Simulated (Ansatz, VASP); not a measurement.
# Na2LiBF6 in two plane-wave programs

One calculation is typed for both programs; each brings its own data sets. How far apart do they land? The cell is invented: As first built, before any earlier steps moved the atoms (in the runner's words): B for Ga, Na for Rb in the Rb2LiGaF6 structure of space group Fm-3m. It may not be a known or stable phase. The two relaxations start from unlike cells of this crystal (the structure described is Ansatz's start), so only their ends are compared.

Method: plane waves, with VASP 6.6.1 beside it; relaxation of cell and atoms at PBE, in Ansatz 0.2.0.

### 1. Set-up

The structure is cubic, space group Fm-3m (No. 225). Conventional cell: a = 7.474 Å, b = 7.474 Å, c = 7.474 Å, α = 90.00°, β = 90.00°, γ = 90.00°. Nearest to Na lie 12 F at 2.65 Å and 4 Li at 3.24 Å and 4 B at 3.24 Å. Li has 6 F at 1.99 Å nearest. Nearest to B lie 6 F at 1.75 Å and 8 Na at 3.24 Å. F has 1 B at 1.75 Å and 1 Li at 1.99 Å and 4 Na at 2.65 Å nearest. It derives from Rb2LiGaF6. As first built, before any earlier steps moved the atoms (in the runner's words): B for Ga, Na for Rb in the Rb2LiGaF6 structure of space group Fm-3m. Farther neighbours and most contacts between anions are not listed.

Structure file:

```cif
data_structure
_symmetry_space_group_name_H-M 'P 1'
_symmetry_Int_Tables_number 1
_cell_length_a 5.2850
_cell_length_b 5.2850
_cell_length_c 5.2850
_cell_angle_alpha 60.000
_cell_angle_beta 60.000
_cell_angle_gamma 60.000
_cell_volume 104.38
loop_
_atom_site_label
_atom_site_type_symbol
_atom_site_fract_x
_atom_site_fract_y
_atom_site_fract_z
_atom_site_occupancy
Na1 Na 0.25000 0.25000 0.25000 1
Na2 Na 0.75000 0.75000 0.75000 1
Li3 Li 0.50000 0.50000 0.50000 1
B4 B 0.00000 0.00000 0.00000 1
F5 F 0.23380 0.23380 0.76620 1
F6 F 0.23379 0.76621 0.76621 1
F7 F 0.76621 0.76621 0.23379 1
F8 F 0.23380 0.76620 0.23380 1
F9 F 0.76621 0.23379 0.76621 1
F10 F 0.76620 0.23380 0.23380 1
```

### 2. Ansatz: relaxation of cell and atoms, PBE

Ansatz runs on its default PAW (the set named soft_2) files.

The relaxed volume is the usual yardstick between codes: in a stiff, nearly cubic crystal its relative difference is about their pressure difference at one cell divided by the bulk modulus.

Contents of input.yaml:

```yaml
crystal:
  lattice:
    - [0.0, 3.7370444864, 3.7370444864]
    - [3.7370444864, 0.0, 3.7370444864]
    - [3.7370444864, 3.7370444864, 0.0]
  atoms:
    - { symbol: Na, position: [0.25, 0.25, 0.25] }
    - { symbol: Na, position: [0.75, 0.75, 0.75] }
    - { symbol: Li, position: [0.5, 0.5, 0.5] }
    - { symbol: B, position: [0.0, 0.0, 0.0] }
    - { symbol: F, position: [0.233795, 0.233795, 0.766205] }
    - { symbol: F, position: [0.233795, 0.766205, 0.766205] }
    - { symbol: F, position: [0.766205, 0.766205, 0.233795] }
    - { symbol: F, position: [0.233795, 0.766205, 0.233795] }
    - { symbol: F, position: [0.766205, 0.233795, 0.766205] }
    - { symbol: F, position: [0.766205, 0.233795, 0.233795] }
kpoints:
  mp_grid: { grid: [6, 6, 6] }
scf:
  occupations: { method: gaussian, width: 0.03 }
hamiltonian:
  xc: pbe
output:
  forces: true
  stress: true
relax:
  f_tol: 0.02
  max_steps: 60
  cell: {}
```

The run is started by

```sh
$ ansatz run input.yaml --threads 2 --pin off --max-ram 4096MiB --backend cpu --events-out ev --progress --plain --runs-dir out
```

Numbers of over 12 decimals in the logs are rounded to 6 here.

The program printed:

```text
Engine: ansatz 0.2.0, x86_64-unknown-linux-gnu
Pseudopotentials: kind: paw
Pseudopotential: Na, paw, valence charge 9, recommended cutoff 420 eV (normal), Na.paw.azcp
Pseudopotential: Li, paw, valence charge 3, recommended cutoff 420 eV (normal), Li.paw.azcp
Pseudopotential: B, paw, valence charge 3, recommended cutoff 420 eV (normal), B.paw.azcp
Pseudopotential: F, paw, valence charge 7, recommended cutoff 420 eV (normal), F.paw.azcp
Functional definition: PBE
  parameter kappa = 0.804
  parameter beta = 0.066725
  exchange = pbe_x(kappa = kappa, mu = beta*pi^2/3)
  correlation = pbe_c(beta = beta)
Crystal: 10 atoms, lattice volume = 104.379 Å³
Basis set: ecut = 420 eV, 2085 PW (Γ), exchange–correlation on 72×72×72 points (8 copies of the dense FFT grid, shifted against one another)
Bands: 43, of which v1, the nominal top of the filled ones, is band 33 counted from 1 (32 counted from 0)
Symmetry: 48 space group operations
Space group: Fm-3m (ITA 225), of the structure as read, at distance tolerance 4.7e-5 Å
k-points: 16 of 216
Non-local potential: Na, projectors of the file, l = 0: 3, l = 1: 2, l = 2: 1
Non-local potential: Li, projectors of the file, l = 0: 3, l = 1: 2, l = 2: 1
Non-local potential: B, projectors of the file, l = 0: 2, l = 1: 2, l = 2: 1
Non-local potential: F, projectors of the file, l = 0: 2, l = 1: 2, l = 2: 1
PAW form: soft (Blöchl's): semilocal exchange-correlation on the pseudo side does not see the compensation charge
PAW one-centre angular grid: Na, 110 points (default); XC on 64 Gauss nodes
PAW one-centre angular grid: Li, 110 points (default); XC on 64 Gauss nodes
PAW one-centre angular grid: B, 110 points (default); XC on 64 Gauss nodes
PAW one-centre angular grid: F, 110 points (default); XC on 64 Gauss nodes
Initial density: superposition of atomic densities (neutral atoms: chi_scale 0, normalization atom), corrected by the library's trained network
Initial wavefunctions: pseudopotential atomic-orbital guess
Functional: x = pbe(κ = 0.804, μ = 0.219515), c = pbe(β = 0.066725)
SCF iter   1: F=—  HF=-8192.219491 eV  |F-HF|=—  |Δ(HF+E_count)|=         —  Δρ=1.32e-3  dr2=1.27e-3  ethr=1.77e-3  ⟨swp⟩=6.0  Hψ=2837  notcnv=0  defer=6
preconditioner: auto → Resta (q_TF=auto, 2.528 Å⁻¹)  ε∞=2.9  [insulator: Δε(μ)=6.252 eV  Ē_g=20.673 eV  σ=0.030 eV  W_gap=1.00  n_scr=26 (ndim 8)  ℏωp=28.2 eV  f_vac=0.057  D(μ)=0.00/eV (n_scr^D=0)  ε∞_Penn≈2.9]
SCF iter   2: F=—  HF=-8192.219847 eV  |F-HF|=—  |Δ(HF+E_count)|=   3.56e-4  Δρ=6.69e-4  dr2=3.22e-4  ethr=1.93e-6  ⟨swp⟩=2.4  Hψ=1248  notcnv=0  defer=42
SCF iter   3: F=—  HF=-8192.220119 eV  |F-HF|=—  |Δ(HF+E_count)|=   2.72e-4  Δρ=1.23e-4  dr2=1.99e-5  ethr=4.88e-7  ⟨swp⟩=2.4  Hψ=1035  notcnv=0  defer=42
SCF iter   4: F=—  HF=-8192.219937 eV  |F-HF|=—  |Δ(HF+E_count)|=   1.82e-4  Δρ=3.14e-5  dr2=1.34e-6  ethr=3.02e-8  ⟨swp⟩=2.0  Hψ=1013  notcnv=0  defer=42
SCF iter   5: F=—  HF=-8192.219937 eV  |F-HF|=—  |Δ(HF+E_count)|=   1.52e-7  Δρ=2.21e-5  dr2=2.87e-7  ethr=2.04e-9  ⟨swp⟩=2.0  Hψ=1171  notcnv=0  defer=42
SCF iter   6: F=-8192.219937 eV  HF=-8192.219937 eV  |F-HF|=2.30e-8  |Δ(HF+E_count)|=   6.09e-8  Δρ=7.87e-6  dr2=4.00e-8  ethr=1.52e-10  ⟨swp⟩=4.0  Hψ=2053  notcnv=0
SCF 1 converged in 6 iterations: F = -8192.219937 eV  dr2 = 4.00e-8
  greatest PAW one-centre occupation: 1.000 electrons in one spin orbital (limit 2), on the Li atom at site 2 (counted from 0), in its partial waves of l = 0
relax step   1: F+E_penalty+E_count = -8192.21993656 eV  Δ(F+E_penalty+E_count) = +0.000e0 eV  max|allowed force component| = 1.802e0 eV/Å  Δτ_max = 0.0000 Å  P = -9.347 GPa  Ω = 104.379 Å³  (6 SCF iters, dr2 threshold 1.00e-7 eV, accepted)
[...]
relax step   5: F+E_penalty+E_count = -8192.86303133 eV  Δ(F+E_penalty+E_count) = +1.808e-2 eV  max|allowed force component| = 8.517e-3 eV/Å  Δτ_max = 0.0000 Å  P = -0.479 GPa  Ω = 97.884 Å³  stress off target by 4.79e-1 GPa  SCF on the basis re-selected at this cell (its energy is not comparable with the rows above)  (6 SCF iters)
[...]
relax step   6: F+E_penalty+E_count = -8192.86548396 eV  Δ(F+E_penalty+E_count) = -2.453e-3 eV  max|allowed force component| = 5.959e-3 eV/Å  Δτ_max = 0.0008 Å  P = -0.156 GPa  Ω = 97.497 Å³  energy of the carried Pulay correction = +1.691e-3 eV  (4 SCF iters, dr2 threshold 5.73e-7 eV, accepted)
[...]
relax step   7: F+E_penalty+E_count = -8192.86665353 eV  Δ(F+E_penalty+E_count) = -1.170e-3 eV  max|allowed force component| = 1.150e-4 eV/Å  Δτ_max = 0.0011 Å  P = -0.006 GPa  Ω = 97.259 Å³  energy of the carried Pulay correction = +2.720e-3 eV  (5 SCF iters, dr2 threshold 6.06e-8 eV, accepted)
[...]
relax step   8: F+E_penalty+E_count = -8192.86444206 eV  Δ(F+E_penalty+E_count) = +2.211e-3 eV  max|allowed force component| = 4.496e-4 eV/Å  Δτ_max = 0.0000 Å  P = -0.041 GPa  Ω = 97.259 Å³  stress off target by 4.14e-2 GPa  SCF on the basis re-selected at this cell (its energy is not comparable with the rows above)  (4 SCF iters)
basis re-selected at this cell: Δ(F+E_penalty+E_count) = +2.211e-3 eV, ΔP = -0.035 GPa vs the last step (what re-selecting the basis moved, of the pressure what is left beyond the Pulay correction that the steps carried, after the strain that the cell walked since its last selection, with what the two solves' SCF thresholds leave and, on support functions, any second-order correction that the steps lacked; it is no m [...]
SCF converged after 4 iterations
Free energy (F): -8192.864442 eV
Harris-Foulkes:  -8192.864442 eV  (|F-HF|=7.28e-11)
Internal energy: -8192.864442 eV  (E = F + TS)
E sigma→0 (E₀):  -8192.864442 eV
Fermi energy:    5.821957 eV
--- Per-component energies (eV) ---
  E_band       = -693.190826
  E_kinetic    = 1554.836164
  E_local      = -5643.850955  (includes V_loc(G=0)·N_el)
  E_nonlocal   = 647.346964
  E_hartree    = 2004.831631
  E_xc         = -601.801393
  E_vxc        = -768.969796  (∫ρ·V_xc dr)
  E_paw        = -1829.608778  (= ΣΔE_a)
  E_vpaw       = -492.228467  (= ΣTr[D̂ρ^β])
  E_aug_tail   = 0.012327  (compensation charges beyond the density's cutoff)
  E_ewald      = -4324.630403
  E_smearing   = -0.000000  (= −TS)
  E_closure    = -0.000000  (closes the sum)
  Σ components = -8192.864442   (vs F -8192.864442, Δ=0.00e0)
--- Forces (eV/Å), atoms counted from 1 ---
  atom   1  Na    -0.00000000    -0.00000000    -0.00000000
  atom   2  Na     0.00000000     0.00000000    -0.00000000
  atom   3  Li     0.00000000    -0.00000000    -0.00000000
  atom   4  B      0.00000000    -0.00000000     0.00000000
  atom   5  F      0.00000000    -0.00000000    -0.00044964
  atom   6  F      0.00044964    -0.00000000    -0.00000000
  atom   7  F     -0.00000000    -0.00000000     0.00044964
  atom   8  F      0.00000000    -0.00044964     0.00000000
  atom   9  F     -0.00000000     0.00044964    -0.00000000
  atom  10  F     -0.00044964    -0.00000000    -0.00000000
  max |Σ_I F_I| component: 1.86e-18 eV/Å
--- Stress (GPa, compression-positive) ---
       -0.041384      -0.000000      -0.000000
       -0.000000      -0.041384      -0.000000
       -0.000000      -0.000000      -0.041384
  P = ⅓ Tr σ = -0.0414 GPa (-0.414 kbar)
--- Relaxed structure (6 steps of the walk, 6 accepted, 2 SCFs on fresh bases) ---
  F+E_penalty+E_count = -8192.86444206 eV   max|allowed force component| = 4.496e-4 eV/Å   (the final SCF, on the basis selected at the relaxed cell)
  cell:  # Å, volume = 97.2587 Å³
    - [0, 3.650056, 3.650056]
    - [3.650056, 0, 3.650056]
    - [3.650056, 3.650056, 0]
  atoms:
    - { symbol: Na, position: [0.25, 0.25, 0.25] }
    - { symbol: Na, position: [0.75, 0.75, 0.75] }
    - { symbol: Li, position: [0.5, 0.5, 0.5] }
    - { symbol: B, position: [4.641966351457372e-19, 2.785179810874414e-19, 0] }
    - { symbol: F, position: [0.224412, 0.224412, 0.775588] }
    - { symbol: F, position: [0.224412, 0.775588, 0.775588] }
    - { symbol: F, position: [0.775588, 0.775588, 0.224412] }
    - { symbol: F, position: [0.224412, 0.775588, 0.224412] }
    - { symbol: F, position: [0.775588, 0.224412, 0.775588] }
    - { symbol: F, position: [0.775588, 0.224412, 0.224412] }
```

In the SCF lines HF is the Harris–Foulkes energy and dr2 the Hartree energy of the density residual, in eV; the loop may stop once dr2 is under the threshold and the program's other checks hold. Hψ counts applications of the Hamiltonian.

(Part 1 of 2 ends here.)

[Lines on the potential files, build, host, timing and source positions are cut from VASP's logs without a mark.]

[Logs are printed without paths, hosts, clocks, repeated set-up lines and the standing remarks that a program may print on its own settings, such as how far it seeks lower states.]

[Hosts, paths, dates, database ids (printed as entryN), source tags and the programs' standing remarks are cut or masked in the printed files.]
